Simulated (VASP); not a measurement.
Consider the following.

```xyz
6
Lattice="1.8134 -3.1409 0.0000 1.8134 3.1409 0.0000 0.0000 0.0000 18.1101" Properties=species:S:1:pos:R:3 pbc="T T T"
Te     1.8134     1.0470    15.4094
Te     1.8134    -1.0470     6.3543
Te     1.8134    -1.0470     2.7007
Te     1.8134     1.0470    11.7558
Mo     1.8134     1.0470     4.5275
Mo     1.8134    -1.0470    13.5826
```

These are RPBE GGA, VASP's PBE PAW potentials (set 64) (plane waves; VASP 6.6.1) values and carry that method's errors. Run with 520 eV cut-off, 7×7×2 Γ-centred mesh, Gaussian smearing of 0.050 eV, potentials Te Mo_sv.

Without a dispersion term in the relaxation, distances and binding between the weakly bound layers, chains or molecules are unreliable, and so is what depends on them.

Q: The ions and cell shape at fixed volume are relaxed. Give the cell that the relaxation ends in.

A: 
```xyz
6
Lattice="1.7941 -3.1076 0.0000 1.7941 3.1076 0.0000 0.0000 0.0000 18.5006" Properties=species:S:1:pos:R:3 pbc="T T T"
Te     1.7941     1.0359    15.6846
Te     1.7941    -1.0359     6.4343
Te     1.7941    -1.0359     2.8160
Te     1.7941     1.0359    12.0663
Mo     1.7941     1.0359     4.6252
Mo     1.7941    -1.0359    13.8755
```
Space group P6_3/mmc (194), at a tolerance of 0.03 Å.

Q: How much energy does the relaxation gain?

A: The energy (σ→0) changes by -6.8 meV/atom, in 9 ionic steps.

The compound is MoTe2 in the 2H layered structure. This cell is one point of a volume scan, at 1.03 of the reference volume. Symmetry was kept, so distortions that lower it aren't found.
